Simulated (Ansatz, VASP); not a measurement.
**HfC in two plane-wave programs**

Aim: how closely do two programs agree when they are given the same cell, functional and k mesh? The cell is taken from a series of runs on this material, whose earlier steps may have relaxed, scaled, displaced or heated it; both programs get it as it stands.

Program: Ansatz 0.2.0. Level of theory: plane waves, with VASP 6.6.1 beside it; zone-centre phonons at PBEsol. Results are calculated unless marked as measured.

## 1. The starting structure

Symmetry: R-3m, No. 166, trigonal system. The conventional cell has a = 3.225 Å, b = 3.225 Å, c = 8.025 Å, α = 90.00°, β = 90.00°, γ = 120.00°. Nearest to C lie 6 Hf at 2.29 Å. Nearest to Hf lie 6 C at 2.29 Å. Farther neighbours are not listed.

Structure file:

```cif
data_structure
_symmetry_space_group_name_H-M 'R-3m:H'
_symmetry_Int_Tables_number 166
_cell_length_a 3.2252
_cell_length_b 3.2252
_cell_length_c 8.0248
_cell_angle_alpha 90.000
_cell_angle_beta 90.000
_cell_angle_gamma 120.000
_cell_volume 72.29
loop_
_atom_site_label
_atom_site_type_symbol
_atom_site_symmetry_multiplicity
_atom_site_Wyckoff_symbol
_atom_site_fract_x
_atom_site_fract_y
_atom_site_fract_z
_atom_site_occupancy
C1 C 3 a 0.00000 0.00000 0.00000 1
Hf1 Hf 3 b 0.66667 0.33333 0.83333 1
```

## 2. VASP: zone-centre phonons, PBEsol

Second derivatives magnify differences that forces hide, and they need a tight electronic threshold.

Lines of VASP's logs that name or quote its potential files are left out, and so is its time.

The input, INCAR:

```
SYSTEM = HfC
PREC = Accurate
ENCUT = 600
EDIFF = 1E-08
NELM = 120
ISMEAR = 1
SIGMA = 0.2
LREAL = .FALSE.
ALGO = Normal
GGA = PS
NBANDS = 13
LASPH = .TRUE.
LORBIT = 11
LWAVE = .FALSE.
LCHARG = .FALSE.
ISIF = 2
IBRION = 8
GGA_COMPAT = .FALSE.
KPAR = 2
```

The input, POSCAR:

```
HfC
1.0
    0.0240046250      2.3045488948      2.3045488948
    2.3045488948      0.0240046250      2.3045488948
    2.3045488948      2.3045488948      0.0240046250
C Hf
1 1
Direct
    0.0000000000      0.0000000000      0.0000000000
    0.5000000000      0.5000000000      0.5000000000
```

The input, KPOINTS:

```
Automatic mesh
0
Gamma
16 16 16
0 0 0
```

The projector-augmented-wave data sets are C and Hf_pv (PBE family, release 64).

Launch:

```sh
mpirun -np 2 vasp_std
```

Numbers of over 12 decimals in the logs are rounded to 6 here.

What it wrote:

```text
[banner, memory and clock lines left out]
running    2 mpi-ranks, on    1 nodes
 distrk:  each k-point on    1 cores,    2 groups
 distr:  one band on    1 cores,    1 groups

 POSCAR found type information on POSCAR C Hf
 POSCAR found :  2 types and       2 ions
|                                                                             |
|               ----> ADVICE to this user running VASP <----                  |
|                                                                             |
|     You enforced a specific xc type in the INCAR file but a different       |
|     [... a line on the potential file left out ...]
|     I HOPE YOU KNOW WHAT YOU ARE DOING!                                     |
|                                                                             |

 LDA part: xc-table for (Slater+PW92), standard interpolation
 POSCAR, INCAR and KPOINTS ok, starting setup
 FFT: planning ... GRIDC
 FFT: planning ... GRID_SOFT
 FFT: planning ... GRID
 WAVECAR not read
 entering main loop
       N       E                     dE             d eps       ncg     rms          rms(c)
DAV:   1     0.255130753445E+02    0.25513E+02   -0.86270E+03 10850   0.119E+03
DAV:   2    -0.232886236895E+02   -0.48802E+02   -0.45763E+02 13813   0.222E+02
DAV:   3    -0.250449414225E+02   -0.17563E+01   -0.17462E+01 13524   0.301E+01
DAV:   4    -0.250543987546E+02   -0.94573E-02   -0.94551E-02 12138   0.261E+00
DAV:   5    -0.250544624822E+02   -0.63728E-04   -0.63726E-04 13623   0.198E-01    0.624E+01
DAV:   6    -0.222531637483E+02    0.28013E+01   -0.11934E+01 12502   0.186E+01    0.438E+01
DAV:   7    -0.222039671614E+02    0.49197E-01   -0.52600E-01 12497   0.524E+00    0.237E+01
DAV:   8    -0.221931607558E+02    0.10806E-01   -0.48554E-02 13237   0.179E+00    0.464E+00
DAV:   9    -0.221888560529E+02    0.43047E-02   -0.20396E-02 12967   0.785E-01    0.186E+00
DAV:  10    -0.221884506731E+02    0.40538E-03   -0.16401E-03 13056   0.299E-01    0.819E-02
DAV:  11    -0.221884469089E+02    0.37642E-05   -0.76003E-05 12627   0.814E-02    0.138E-02
DAV:  12    -0.221884462598E+02    0.64916E-06   -0.31349E-06 13661   0.146E-02    0.104E-02
DAV:  13    -0.221884461008E+02    0.15893E-06   -0.23864E-07 13255   0.356E-03    0.205E-03
DAV:  14    -0.221884460794E+02    0.21393E-07   -0.17013E-08 10791   0.107E-03    0.144E-03
DAV:  15    -0.221884460943E+02   -0.14865E-07   -0.49394E-09  6226   0.613E-04    0.150E-04
DAV:  16    -0.221884460938E+02    0.44770E-09   -0.59980E-10  5721   0.230E-04
   1 F= -.22188446E+02 E0= -.22188227E+02  d E =-.657521E-03
 Linear response reoptimize wavefunctions to high precision
DAV:   1    -0.221884460923E+02    0.15298E-08   -0.32477E-11  6511   0.531E-05
DAV:   2    -0.221884460923E+02   -0.90949E-12   -0.39184E-12  5651   0.170E-05
 Linear response DOF=           2
 Linear response progress:
  Degree of freedom:   1/  2
       N       E                     dE             d eps       ncg     rms          rms(c)
RMM:   1    -0.123228839877E+00   -0.12323E+00    0.27832E-02 63498   0.191E+00
RMM:   2    -0.119044273532E+00    0.41846E-02   -0.34562E-03 45828   0.357E-01    0.440E-01
RMM:   3    -0.119411475461E+00   -0.36720E-03   -0.66660E-04 42188   0.149E-01    0.231E-01
RMM:   4    -0.120360528889E+00   -0.94905E-03   -0.40425E-04 42986   0.113E-01    0.394E-02
RMM:   5    -0.120361513366E+00   -0.98448E-06   -0.10623E-05 47642   0.242E-02    0.116E-02
RMM:   6    -0.120361043261E+00    0.47011E-06   -0.38364E-07 50608   0.423E-03    0.447E-03
RMM:   7    -0.120349970028E+00    0.11073E-04   -0.91517E-08 48991   0.210E-03    0.262E-03
RMM:   8    -0.120352879945E+00   -0.29099E-05   -0.10280E-08 51740   0.677E-04    0.375E-04
RMM:   9    -0.120352343687E+00    0.53626E-06   -0.27468E-09 53518   0.125E-04    0.171E-04
RMM:  10    -0.120352341939E+00    0.17488E-08   -0.10758E-09 55524   0.271E-05    0.609E-05
 first order change of Fermi-energy  -0.36658E-03
 force on displaced ion       1 direction 1 :  -8.912  -0.223  -0.223
 Linear response progress:
  Degree of freedom:   2/  2
       N       E                     dE             d eps       ncg     rms          rms(c)
RMM:   1    -0.214824582521E+00   -0.21482E+00    0.37561E+00 31660   0.120E+01
RMM:   2    -0.210639877327E+00    0.41847E-02   -0.31160E-02 44085   0.128E+00    0.534E-01
RMM:   3    -0.209904131976E+00    0.73575E-03   -0.95004E-04 55336   0.155E-01    0.224E-01
RMM:   4    -0.209388684888E+00    0.51545E-03   -0.79891E-05 59366   0.555E-02    0.136E-01
RMM:   5    -0.208943264160E+00    0.44542E-03   -0.29173E-05 58912   0.397E-02    0.134E-02
RMM:   6    -0.208936695589E+00    0.65686E-05   -0.24183E-06 60305   0.105E-02    0.637E-03
RMM:   7    -0.208944767946E+00   -0.80724E-05   -0.41793E-07 63963   0.235E-03    0.631E-03
RMM:   8    -0.208944840092E+00   -0.72146E-07   -0.19710E-06 63068   0.567E-04    0.198E-03
RMM:   9    -0.208945290349E+00   -0.45026E-06   -0.19921E-06 66434   0.266E-04    0.457E-05
RMM:  10    -0.208945607718E+00   -0.31737E-06   -0.15231E-06 63926   0.865E-05    0.200E-05
RMM:  11    -0.208945671988E+00   -0.64270E-07   -0.67450E-07 69249   0.319E-05    0.264E-05
RMM:  12    -0.208945676291E+00   -0.43033E-08   -0.35774E-07 61885   0.129E-05    0.195E-05
RMM:  13    -0.208945682078E+00   -0.57872E-08   -0.18258E-07 56064   0.654E-06    0.154E-05
RMM:  14    -0.208945683419E+00   -0.13411E-08   -0.10620E-07 45439   0.362E-06    0.110E-05
RMM:  15    -0.208945686291E+00   -0.28717E-08   -0.54515E-08 41052   0.231E-06    0.964E-07
 first order change of Fermi-energy   0.63129E-03
 force on displaced ion       2 direction 1 :  -8.909  -0.224  -0.224
 Linear response finished
```

From OUTCAR (step 2):

```text
ion  position               nearest neighbor table
   1  0.000  0.000  0.000-   2 2.29   2 2.29   2 2.29   2 2.29   2 2.29   2 2.29
   2  0.500  0.500  0.500-   1 2.29   1 2.29   1 2.29   1 2.29   1 2.29   1 2.29

  LATTYP: Found a trigonal (rhomboedric) cell.
 ALAT       =     3.2592127023
 COS(alpha) =     0.5103885047

 Subroutine GETGRP returns: Found 12 space group operations
 (whereof 12 operations were pure point group operations)

The static configuration has the point symmetry D_3d.

 Found    417 irreducible k-points:

   k-points           NKPTS =    417   k-points in BZ     NKDIM =    417   number of bands    NBANDS=     13

   dimension x,y,z NGX =    28 NGY =   28 NGZ =   28
   dimension x,y,z NGXF=    56 NGYF=   56 NGZF=   56

   ENCUT  =  600.0 eV  44.10 Ry    6.64 a.u.   6.51  6.51  6.51*2*pi/ulx,y,z

   NELECT =      14.0000    total number of electrons

 k-points in reciprocal lattice and weights: Automatic mesh
   0.00000000  0.00000000  0.00000000       0.000
   0.06250000  0.00000000 -0.00000000       0.001
   0.12500000  0.00000000 -0.00000000       0.001
   0.18750000  0.00000000 -0.00000000       0.001
   0.25000000  0.00000000 -0.00000000       0.001
   0.31250000  0.00000000 -0.00000000       0.001
   0.37500000  0.00000000 -0.00000000       0.001
   0.43750000  0.00000000 -0.00000000       0.001
   0.50000000  0.00000000 -0.00000000       0.001
[...]
-0.43750000  0.50000000  0.43750000       0.001
   0.50000000  0.50000000  0.50000000       0.000

 average (electrostatic) potential at core
       1 -47.5184       2 -34.7141

  Total        0.5049231      0.5049231      0.5049231     -0.2780158     -0.2780158     -0.2780158
  in kB       33.5727505     33.5727505     33.5727505    -18.4854983    -18.4854983    -18.4854983
  external PRESSURE =      33.5727505 kB  Pullay stress =       0.0000000 kB

  energy-cutoff  :      600.00
  volume of cell :       24.10
      direct lattice vectors                 reciprocal lattice vectors
     0.024004625  2.304548895  2.304548895    -0.220381846  0.218109971  0.218109971
     2.304548895  0.024004625  2.304548895     0.218109971 -0.220381846  0.218109971
     2.304548895  2.304548895  0.024004625     0.218109971  0.218109971 -0.220381846

 POSITION                                       TOTAL-FORCE (eV/Angst)
 -----------------------------------------------------------------------------------
      0.00000      0.00000      0.00000         0.000000     -0.000000      0.000000
      2.31655      2.31655      2.31655        -0.000000      0.000000     -0.000000
 -----------------------------------------------------------------------------------
    total drift:                                0.000000      0.000000      0.000000

 Eigenvectors and eigenvalues of the dynamical matrix
 ----------------------------------------------------

   1 f  =   14.255606 THz    89.570612 2PiTHz  475.515819 cm-1    58.956421 meV
             X         Y         Z           dx          dy          dz
      0.000000  0.000000  0.000000    -0.558854   -0.558854   -0.558854
      2.316551  2.316551  2.316551     0.144968    0.144968    0.144968

   2 f  =   13.736265 THz    86.307498 2PiTHz  458.192481 cm-1    56.808602 meV
             X         Y         Z           dx          dy          dz
      0.000000  0.000000  0.000000     0.636605    0.087331   -0.723936
      2.316551  2.316551  2.316551    -0.165104   -0.022649    0.187753

   3 f  =   13.736265 THz    86.307498 2PiTHz  458.192481 cm-1    56.808602 meV
             X         Y         Z           dx          dy          dz
      0.000000  0.000000  0.000000    -0.468385    0.785509   -0.317124
      2.316551  2.316551  2.316551     0.121476   -0.203722    0.082246

   4 f/i=    0.000075 THz     0.000470 2PiTHz    0.002494 cm-1     0.000309 meV
             X         Y         Z           dx          dy          dz
      0.000000  0.000000  0.000000     0.144968    0.144968    0.144968
      2.316551  2.316551  2.316551     0.558854    0.558854    0.558854

   5 f/i=    0.000734 THz     0.004610 2PiTHz    0.024472 cm-1     0.003034 meV
             X         Y         Z           dx          dy          dz
      0.000000  0.000000  0.000000     0.078905    0.124384   -0.203289
      2.316551  2.316551  2.316551     0.304241    0.479596   -0.783837

   6 f/i=    0.000734 THz     0.004610 2PiTHz    0.024472 cm-1     0.003034 meV
             X         Y         Z           dx          dy          dz
      0.000000  0.000000  0.000000    -0.189182    0.162925    0.026257
      2.316551  2.316551  2.316551    -0.729444    0.628202    0.101241

 ELASTIC MODULI CONTR FROM IONIC RELAXATION (kBar)
 Direction    XX          YY          ZZ          XY          YZ          ZX
 --------------------------------------------------------------------------------
 XX           0.0000      0.0000      0.0000      0.0000      0.0000      0.0000
 YY           0.0000      0.0000      0.0000      0.0000      0.0000      0.0000
 ZZ           0.0000      0.0000      0.0000      0.0000      0.0000      0.0000
 XY           0.0000      0.0000      0.0000      0.0000      0.0000      0.0000
 YZ           0.0000      0.0000      0.0000      0.0000      0.0000      0.0000
 ZX           0.0000      0.0000      0.0000      0.0000      0.0000      0.0000
 --------------------------------------------------------------------------------
```

Harder data sets than Hf_pv exist (the GW ones), and pressures, volumes and forces can shift noticeably with them.

(Continued in part 2 of 2.)

[Lines on the potential files, build, host, timing and source positions are cut from VASP's logs without a mark.]

[Logs are printed without paths, hosts, clocks, repeated set-up lines and the standing remarks that a program may print on its own settings, such as how far it seeks lower states.]

[Hosts, paths, dates, database ids (printed as entryN), source tags and the programs' standing remarks are cut or masked in the printed files.]
